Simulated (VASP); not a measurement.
A convergence study with VASP on V (bcc): a few settings are varied, all else stays as given below, so the limit is that of these other settings. The cell's lengths are 1 % over those of the tabulated start, so it is off equilibrium.

```
V
1.0
   -1.53015     1.53015     1.53015
    1.53015    -1.53015     1.53015
    1.53015     1.53015    -1.53015
V
1
Cartesian
  0.00000   0.00000   0.00000
```

All values below come from LDA (Ceperley-Alder, Perdew-Zunger), VASP's LDA PAW potentials (set 64) (plane waves; VASP). The last row used: LREAL = Auto, 600 eV cut-off, 14×14×14 Γ-centred mesh, first-order Methfessel-Paxton smearing of 0.10 eV, potentials V_sv.

```csv
setting,E (eV/atom),pressure (GPa),plane waves
"ENCUT = 300, LREAL = .FALSE., PREC = Normal",-9.8320,-22.34,178
"ENCUT = 400, LREAL = .FALSE., PREC = Normal",-9.8243,-23.08,268
"ENCUT = 500, LREAL = .FALSE., PREC = Normal",-9.8235,-21.86,376
"ENCUT = 600, LREAL = .FALSE., PREC = Normal",-9.8236,-21.77,490
"ENCUT = 500, LREAL = .FALSE., PREC = Accurate",-9.8235,-21.85,376
"ENCUT = 600, LREAL = .FALSE., PREC = Accurate",-9.8237,-21.78,490
"ENCUT = 300, LREAL = Auto, PREC = Normal",-9.8317,-22.33,178
"ENCUT = 400, LREAL = Auto, PREC = Normal",-9.8269,-23.14,268
"ENCUT = 500, LREAL = Auto, PREC = Normal",-9.8255,-22.44,376
"ENCUT = 600, LREAL = Auto, PREC = Normal",-9.8246,-21.71,490
"ENCUT = 300, LREAL = Auto, PREC = Accurate",-9.8324,-22.27,178
"ENCUT = 400, LREAL = Auto, PREC = Accurate",-9.8245,-23.18,268
"ENCUT = 500, LREAL = Auto, PREC = Accurate",-9.8236,-21.82,376
"ENCUT = 600, LREAL = Auto, PREC = Accurate",-9.8244,-21.79,490
```

Left out are rungs that failed or repeat a setting and relaxations that didn't move; long series are thinned to 24 rows.

The compound is V in the bcc structure. The cell was not relaxed at this level. The run is not spin-polarised, so no magnetic state was tried.
